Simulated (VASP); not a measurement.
Data:

```xyz
2
Lattice="1.1996 -2.0778 0.0000 1.1996 2.0778 0.0000 0.0000 0.0000 3.8678" Properties=species:S:1:pos:R:3 pbc="T T T"
Co     1.1996     0.6926     0.9670
Co     1.1996    -0.6926     2.9009
```
Starting moments (μB, in the order of the record's atoms Co Co): 1.5 1.5.

Calculation: LDA (Ceperley-Alder, Perdew-Zunger), VASP's LDA PAW potentials (set 64) (plane waves; VASP). Numerical set-up: 500 eV cut-off, 17×17×10 Γ-centred mesh, first-order Methfessel-Paxton smearing of 0.10 eV, potentials Co.

Energy and stress use the plane-wave basis of the starting cell.

The ions, cell shape and volume at an external pressure of 20.0 GPa are relaxed. Which structure does the run end with?

```xyz
2
Lattice="1.1877 -2.0572 0.0000 1.1877 2.0572 0.0000 0.0000 0.0000 3.8296" Properties=species:S:1:pos:R:3 pbc="T T T"
Co     1.1877     0.6857     0.9574
Co     1.1877    -0.6857     2.8722
```
Space group P6_3/mmc (194), at a tolerance of 0.03 Å. The cell ends with 2.87 μB, on the sites 1.42 1.42 μB.

How do energy and volume change from the first to the last step?

The energy (σ→0) changes by +26.5 meV/atom and the volume by -3.0 %, in 8 ionic steps.

The compound is Co in the hcp structure. This run relaxes it under an external pressure of 20 GPa. Symmetry was kept, so distortions that lower it aren't found.
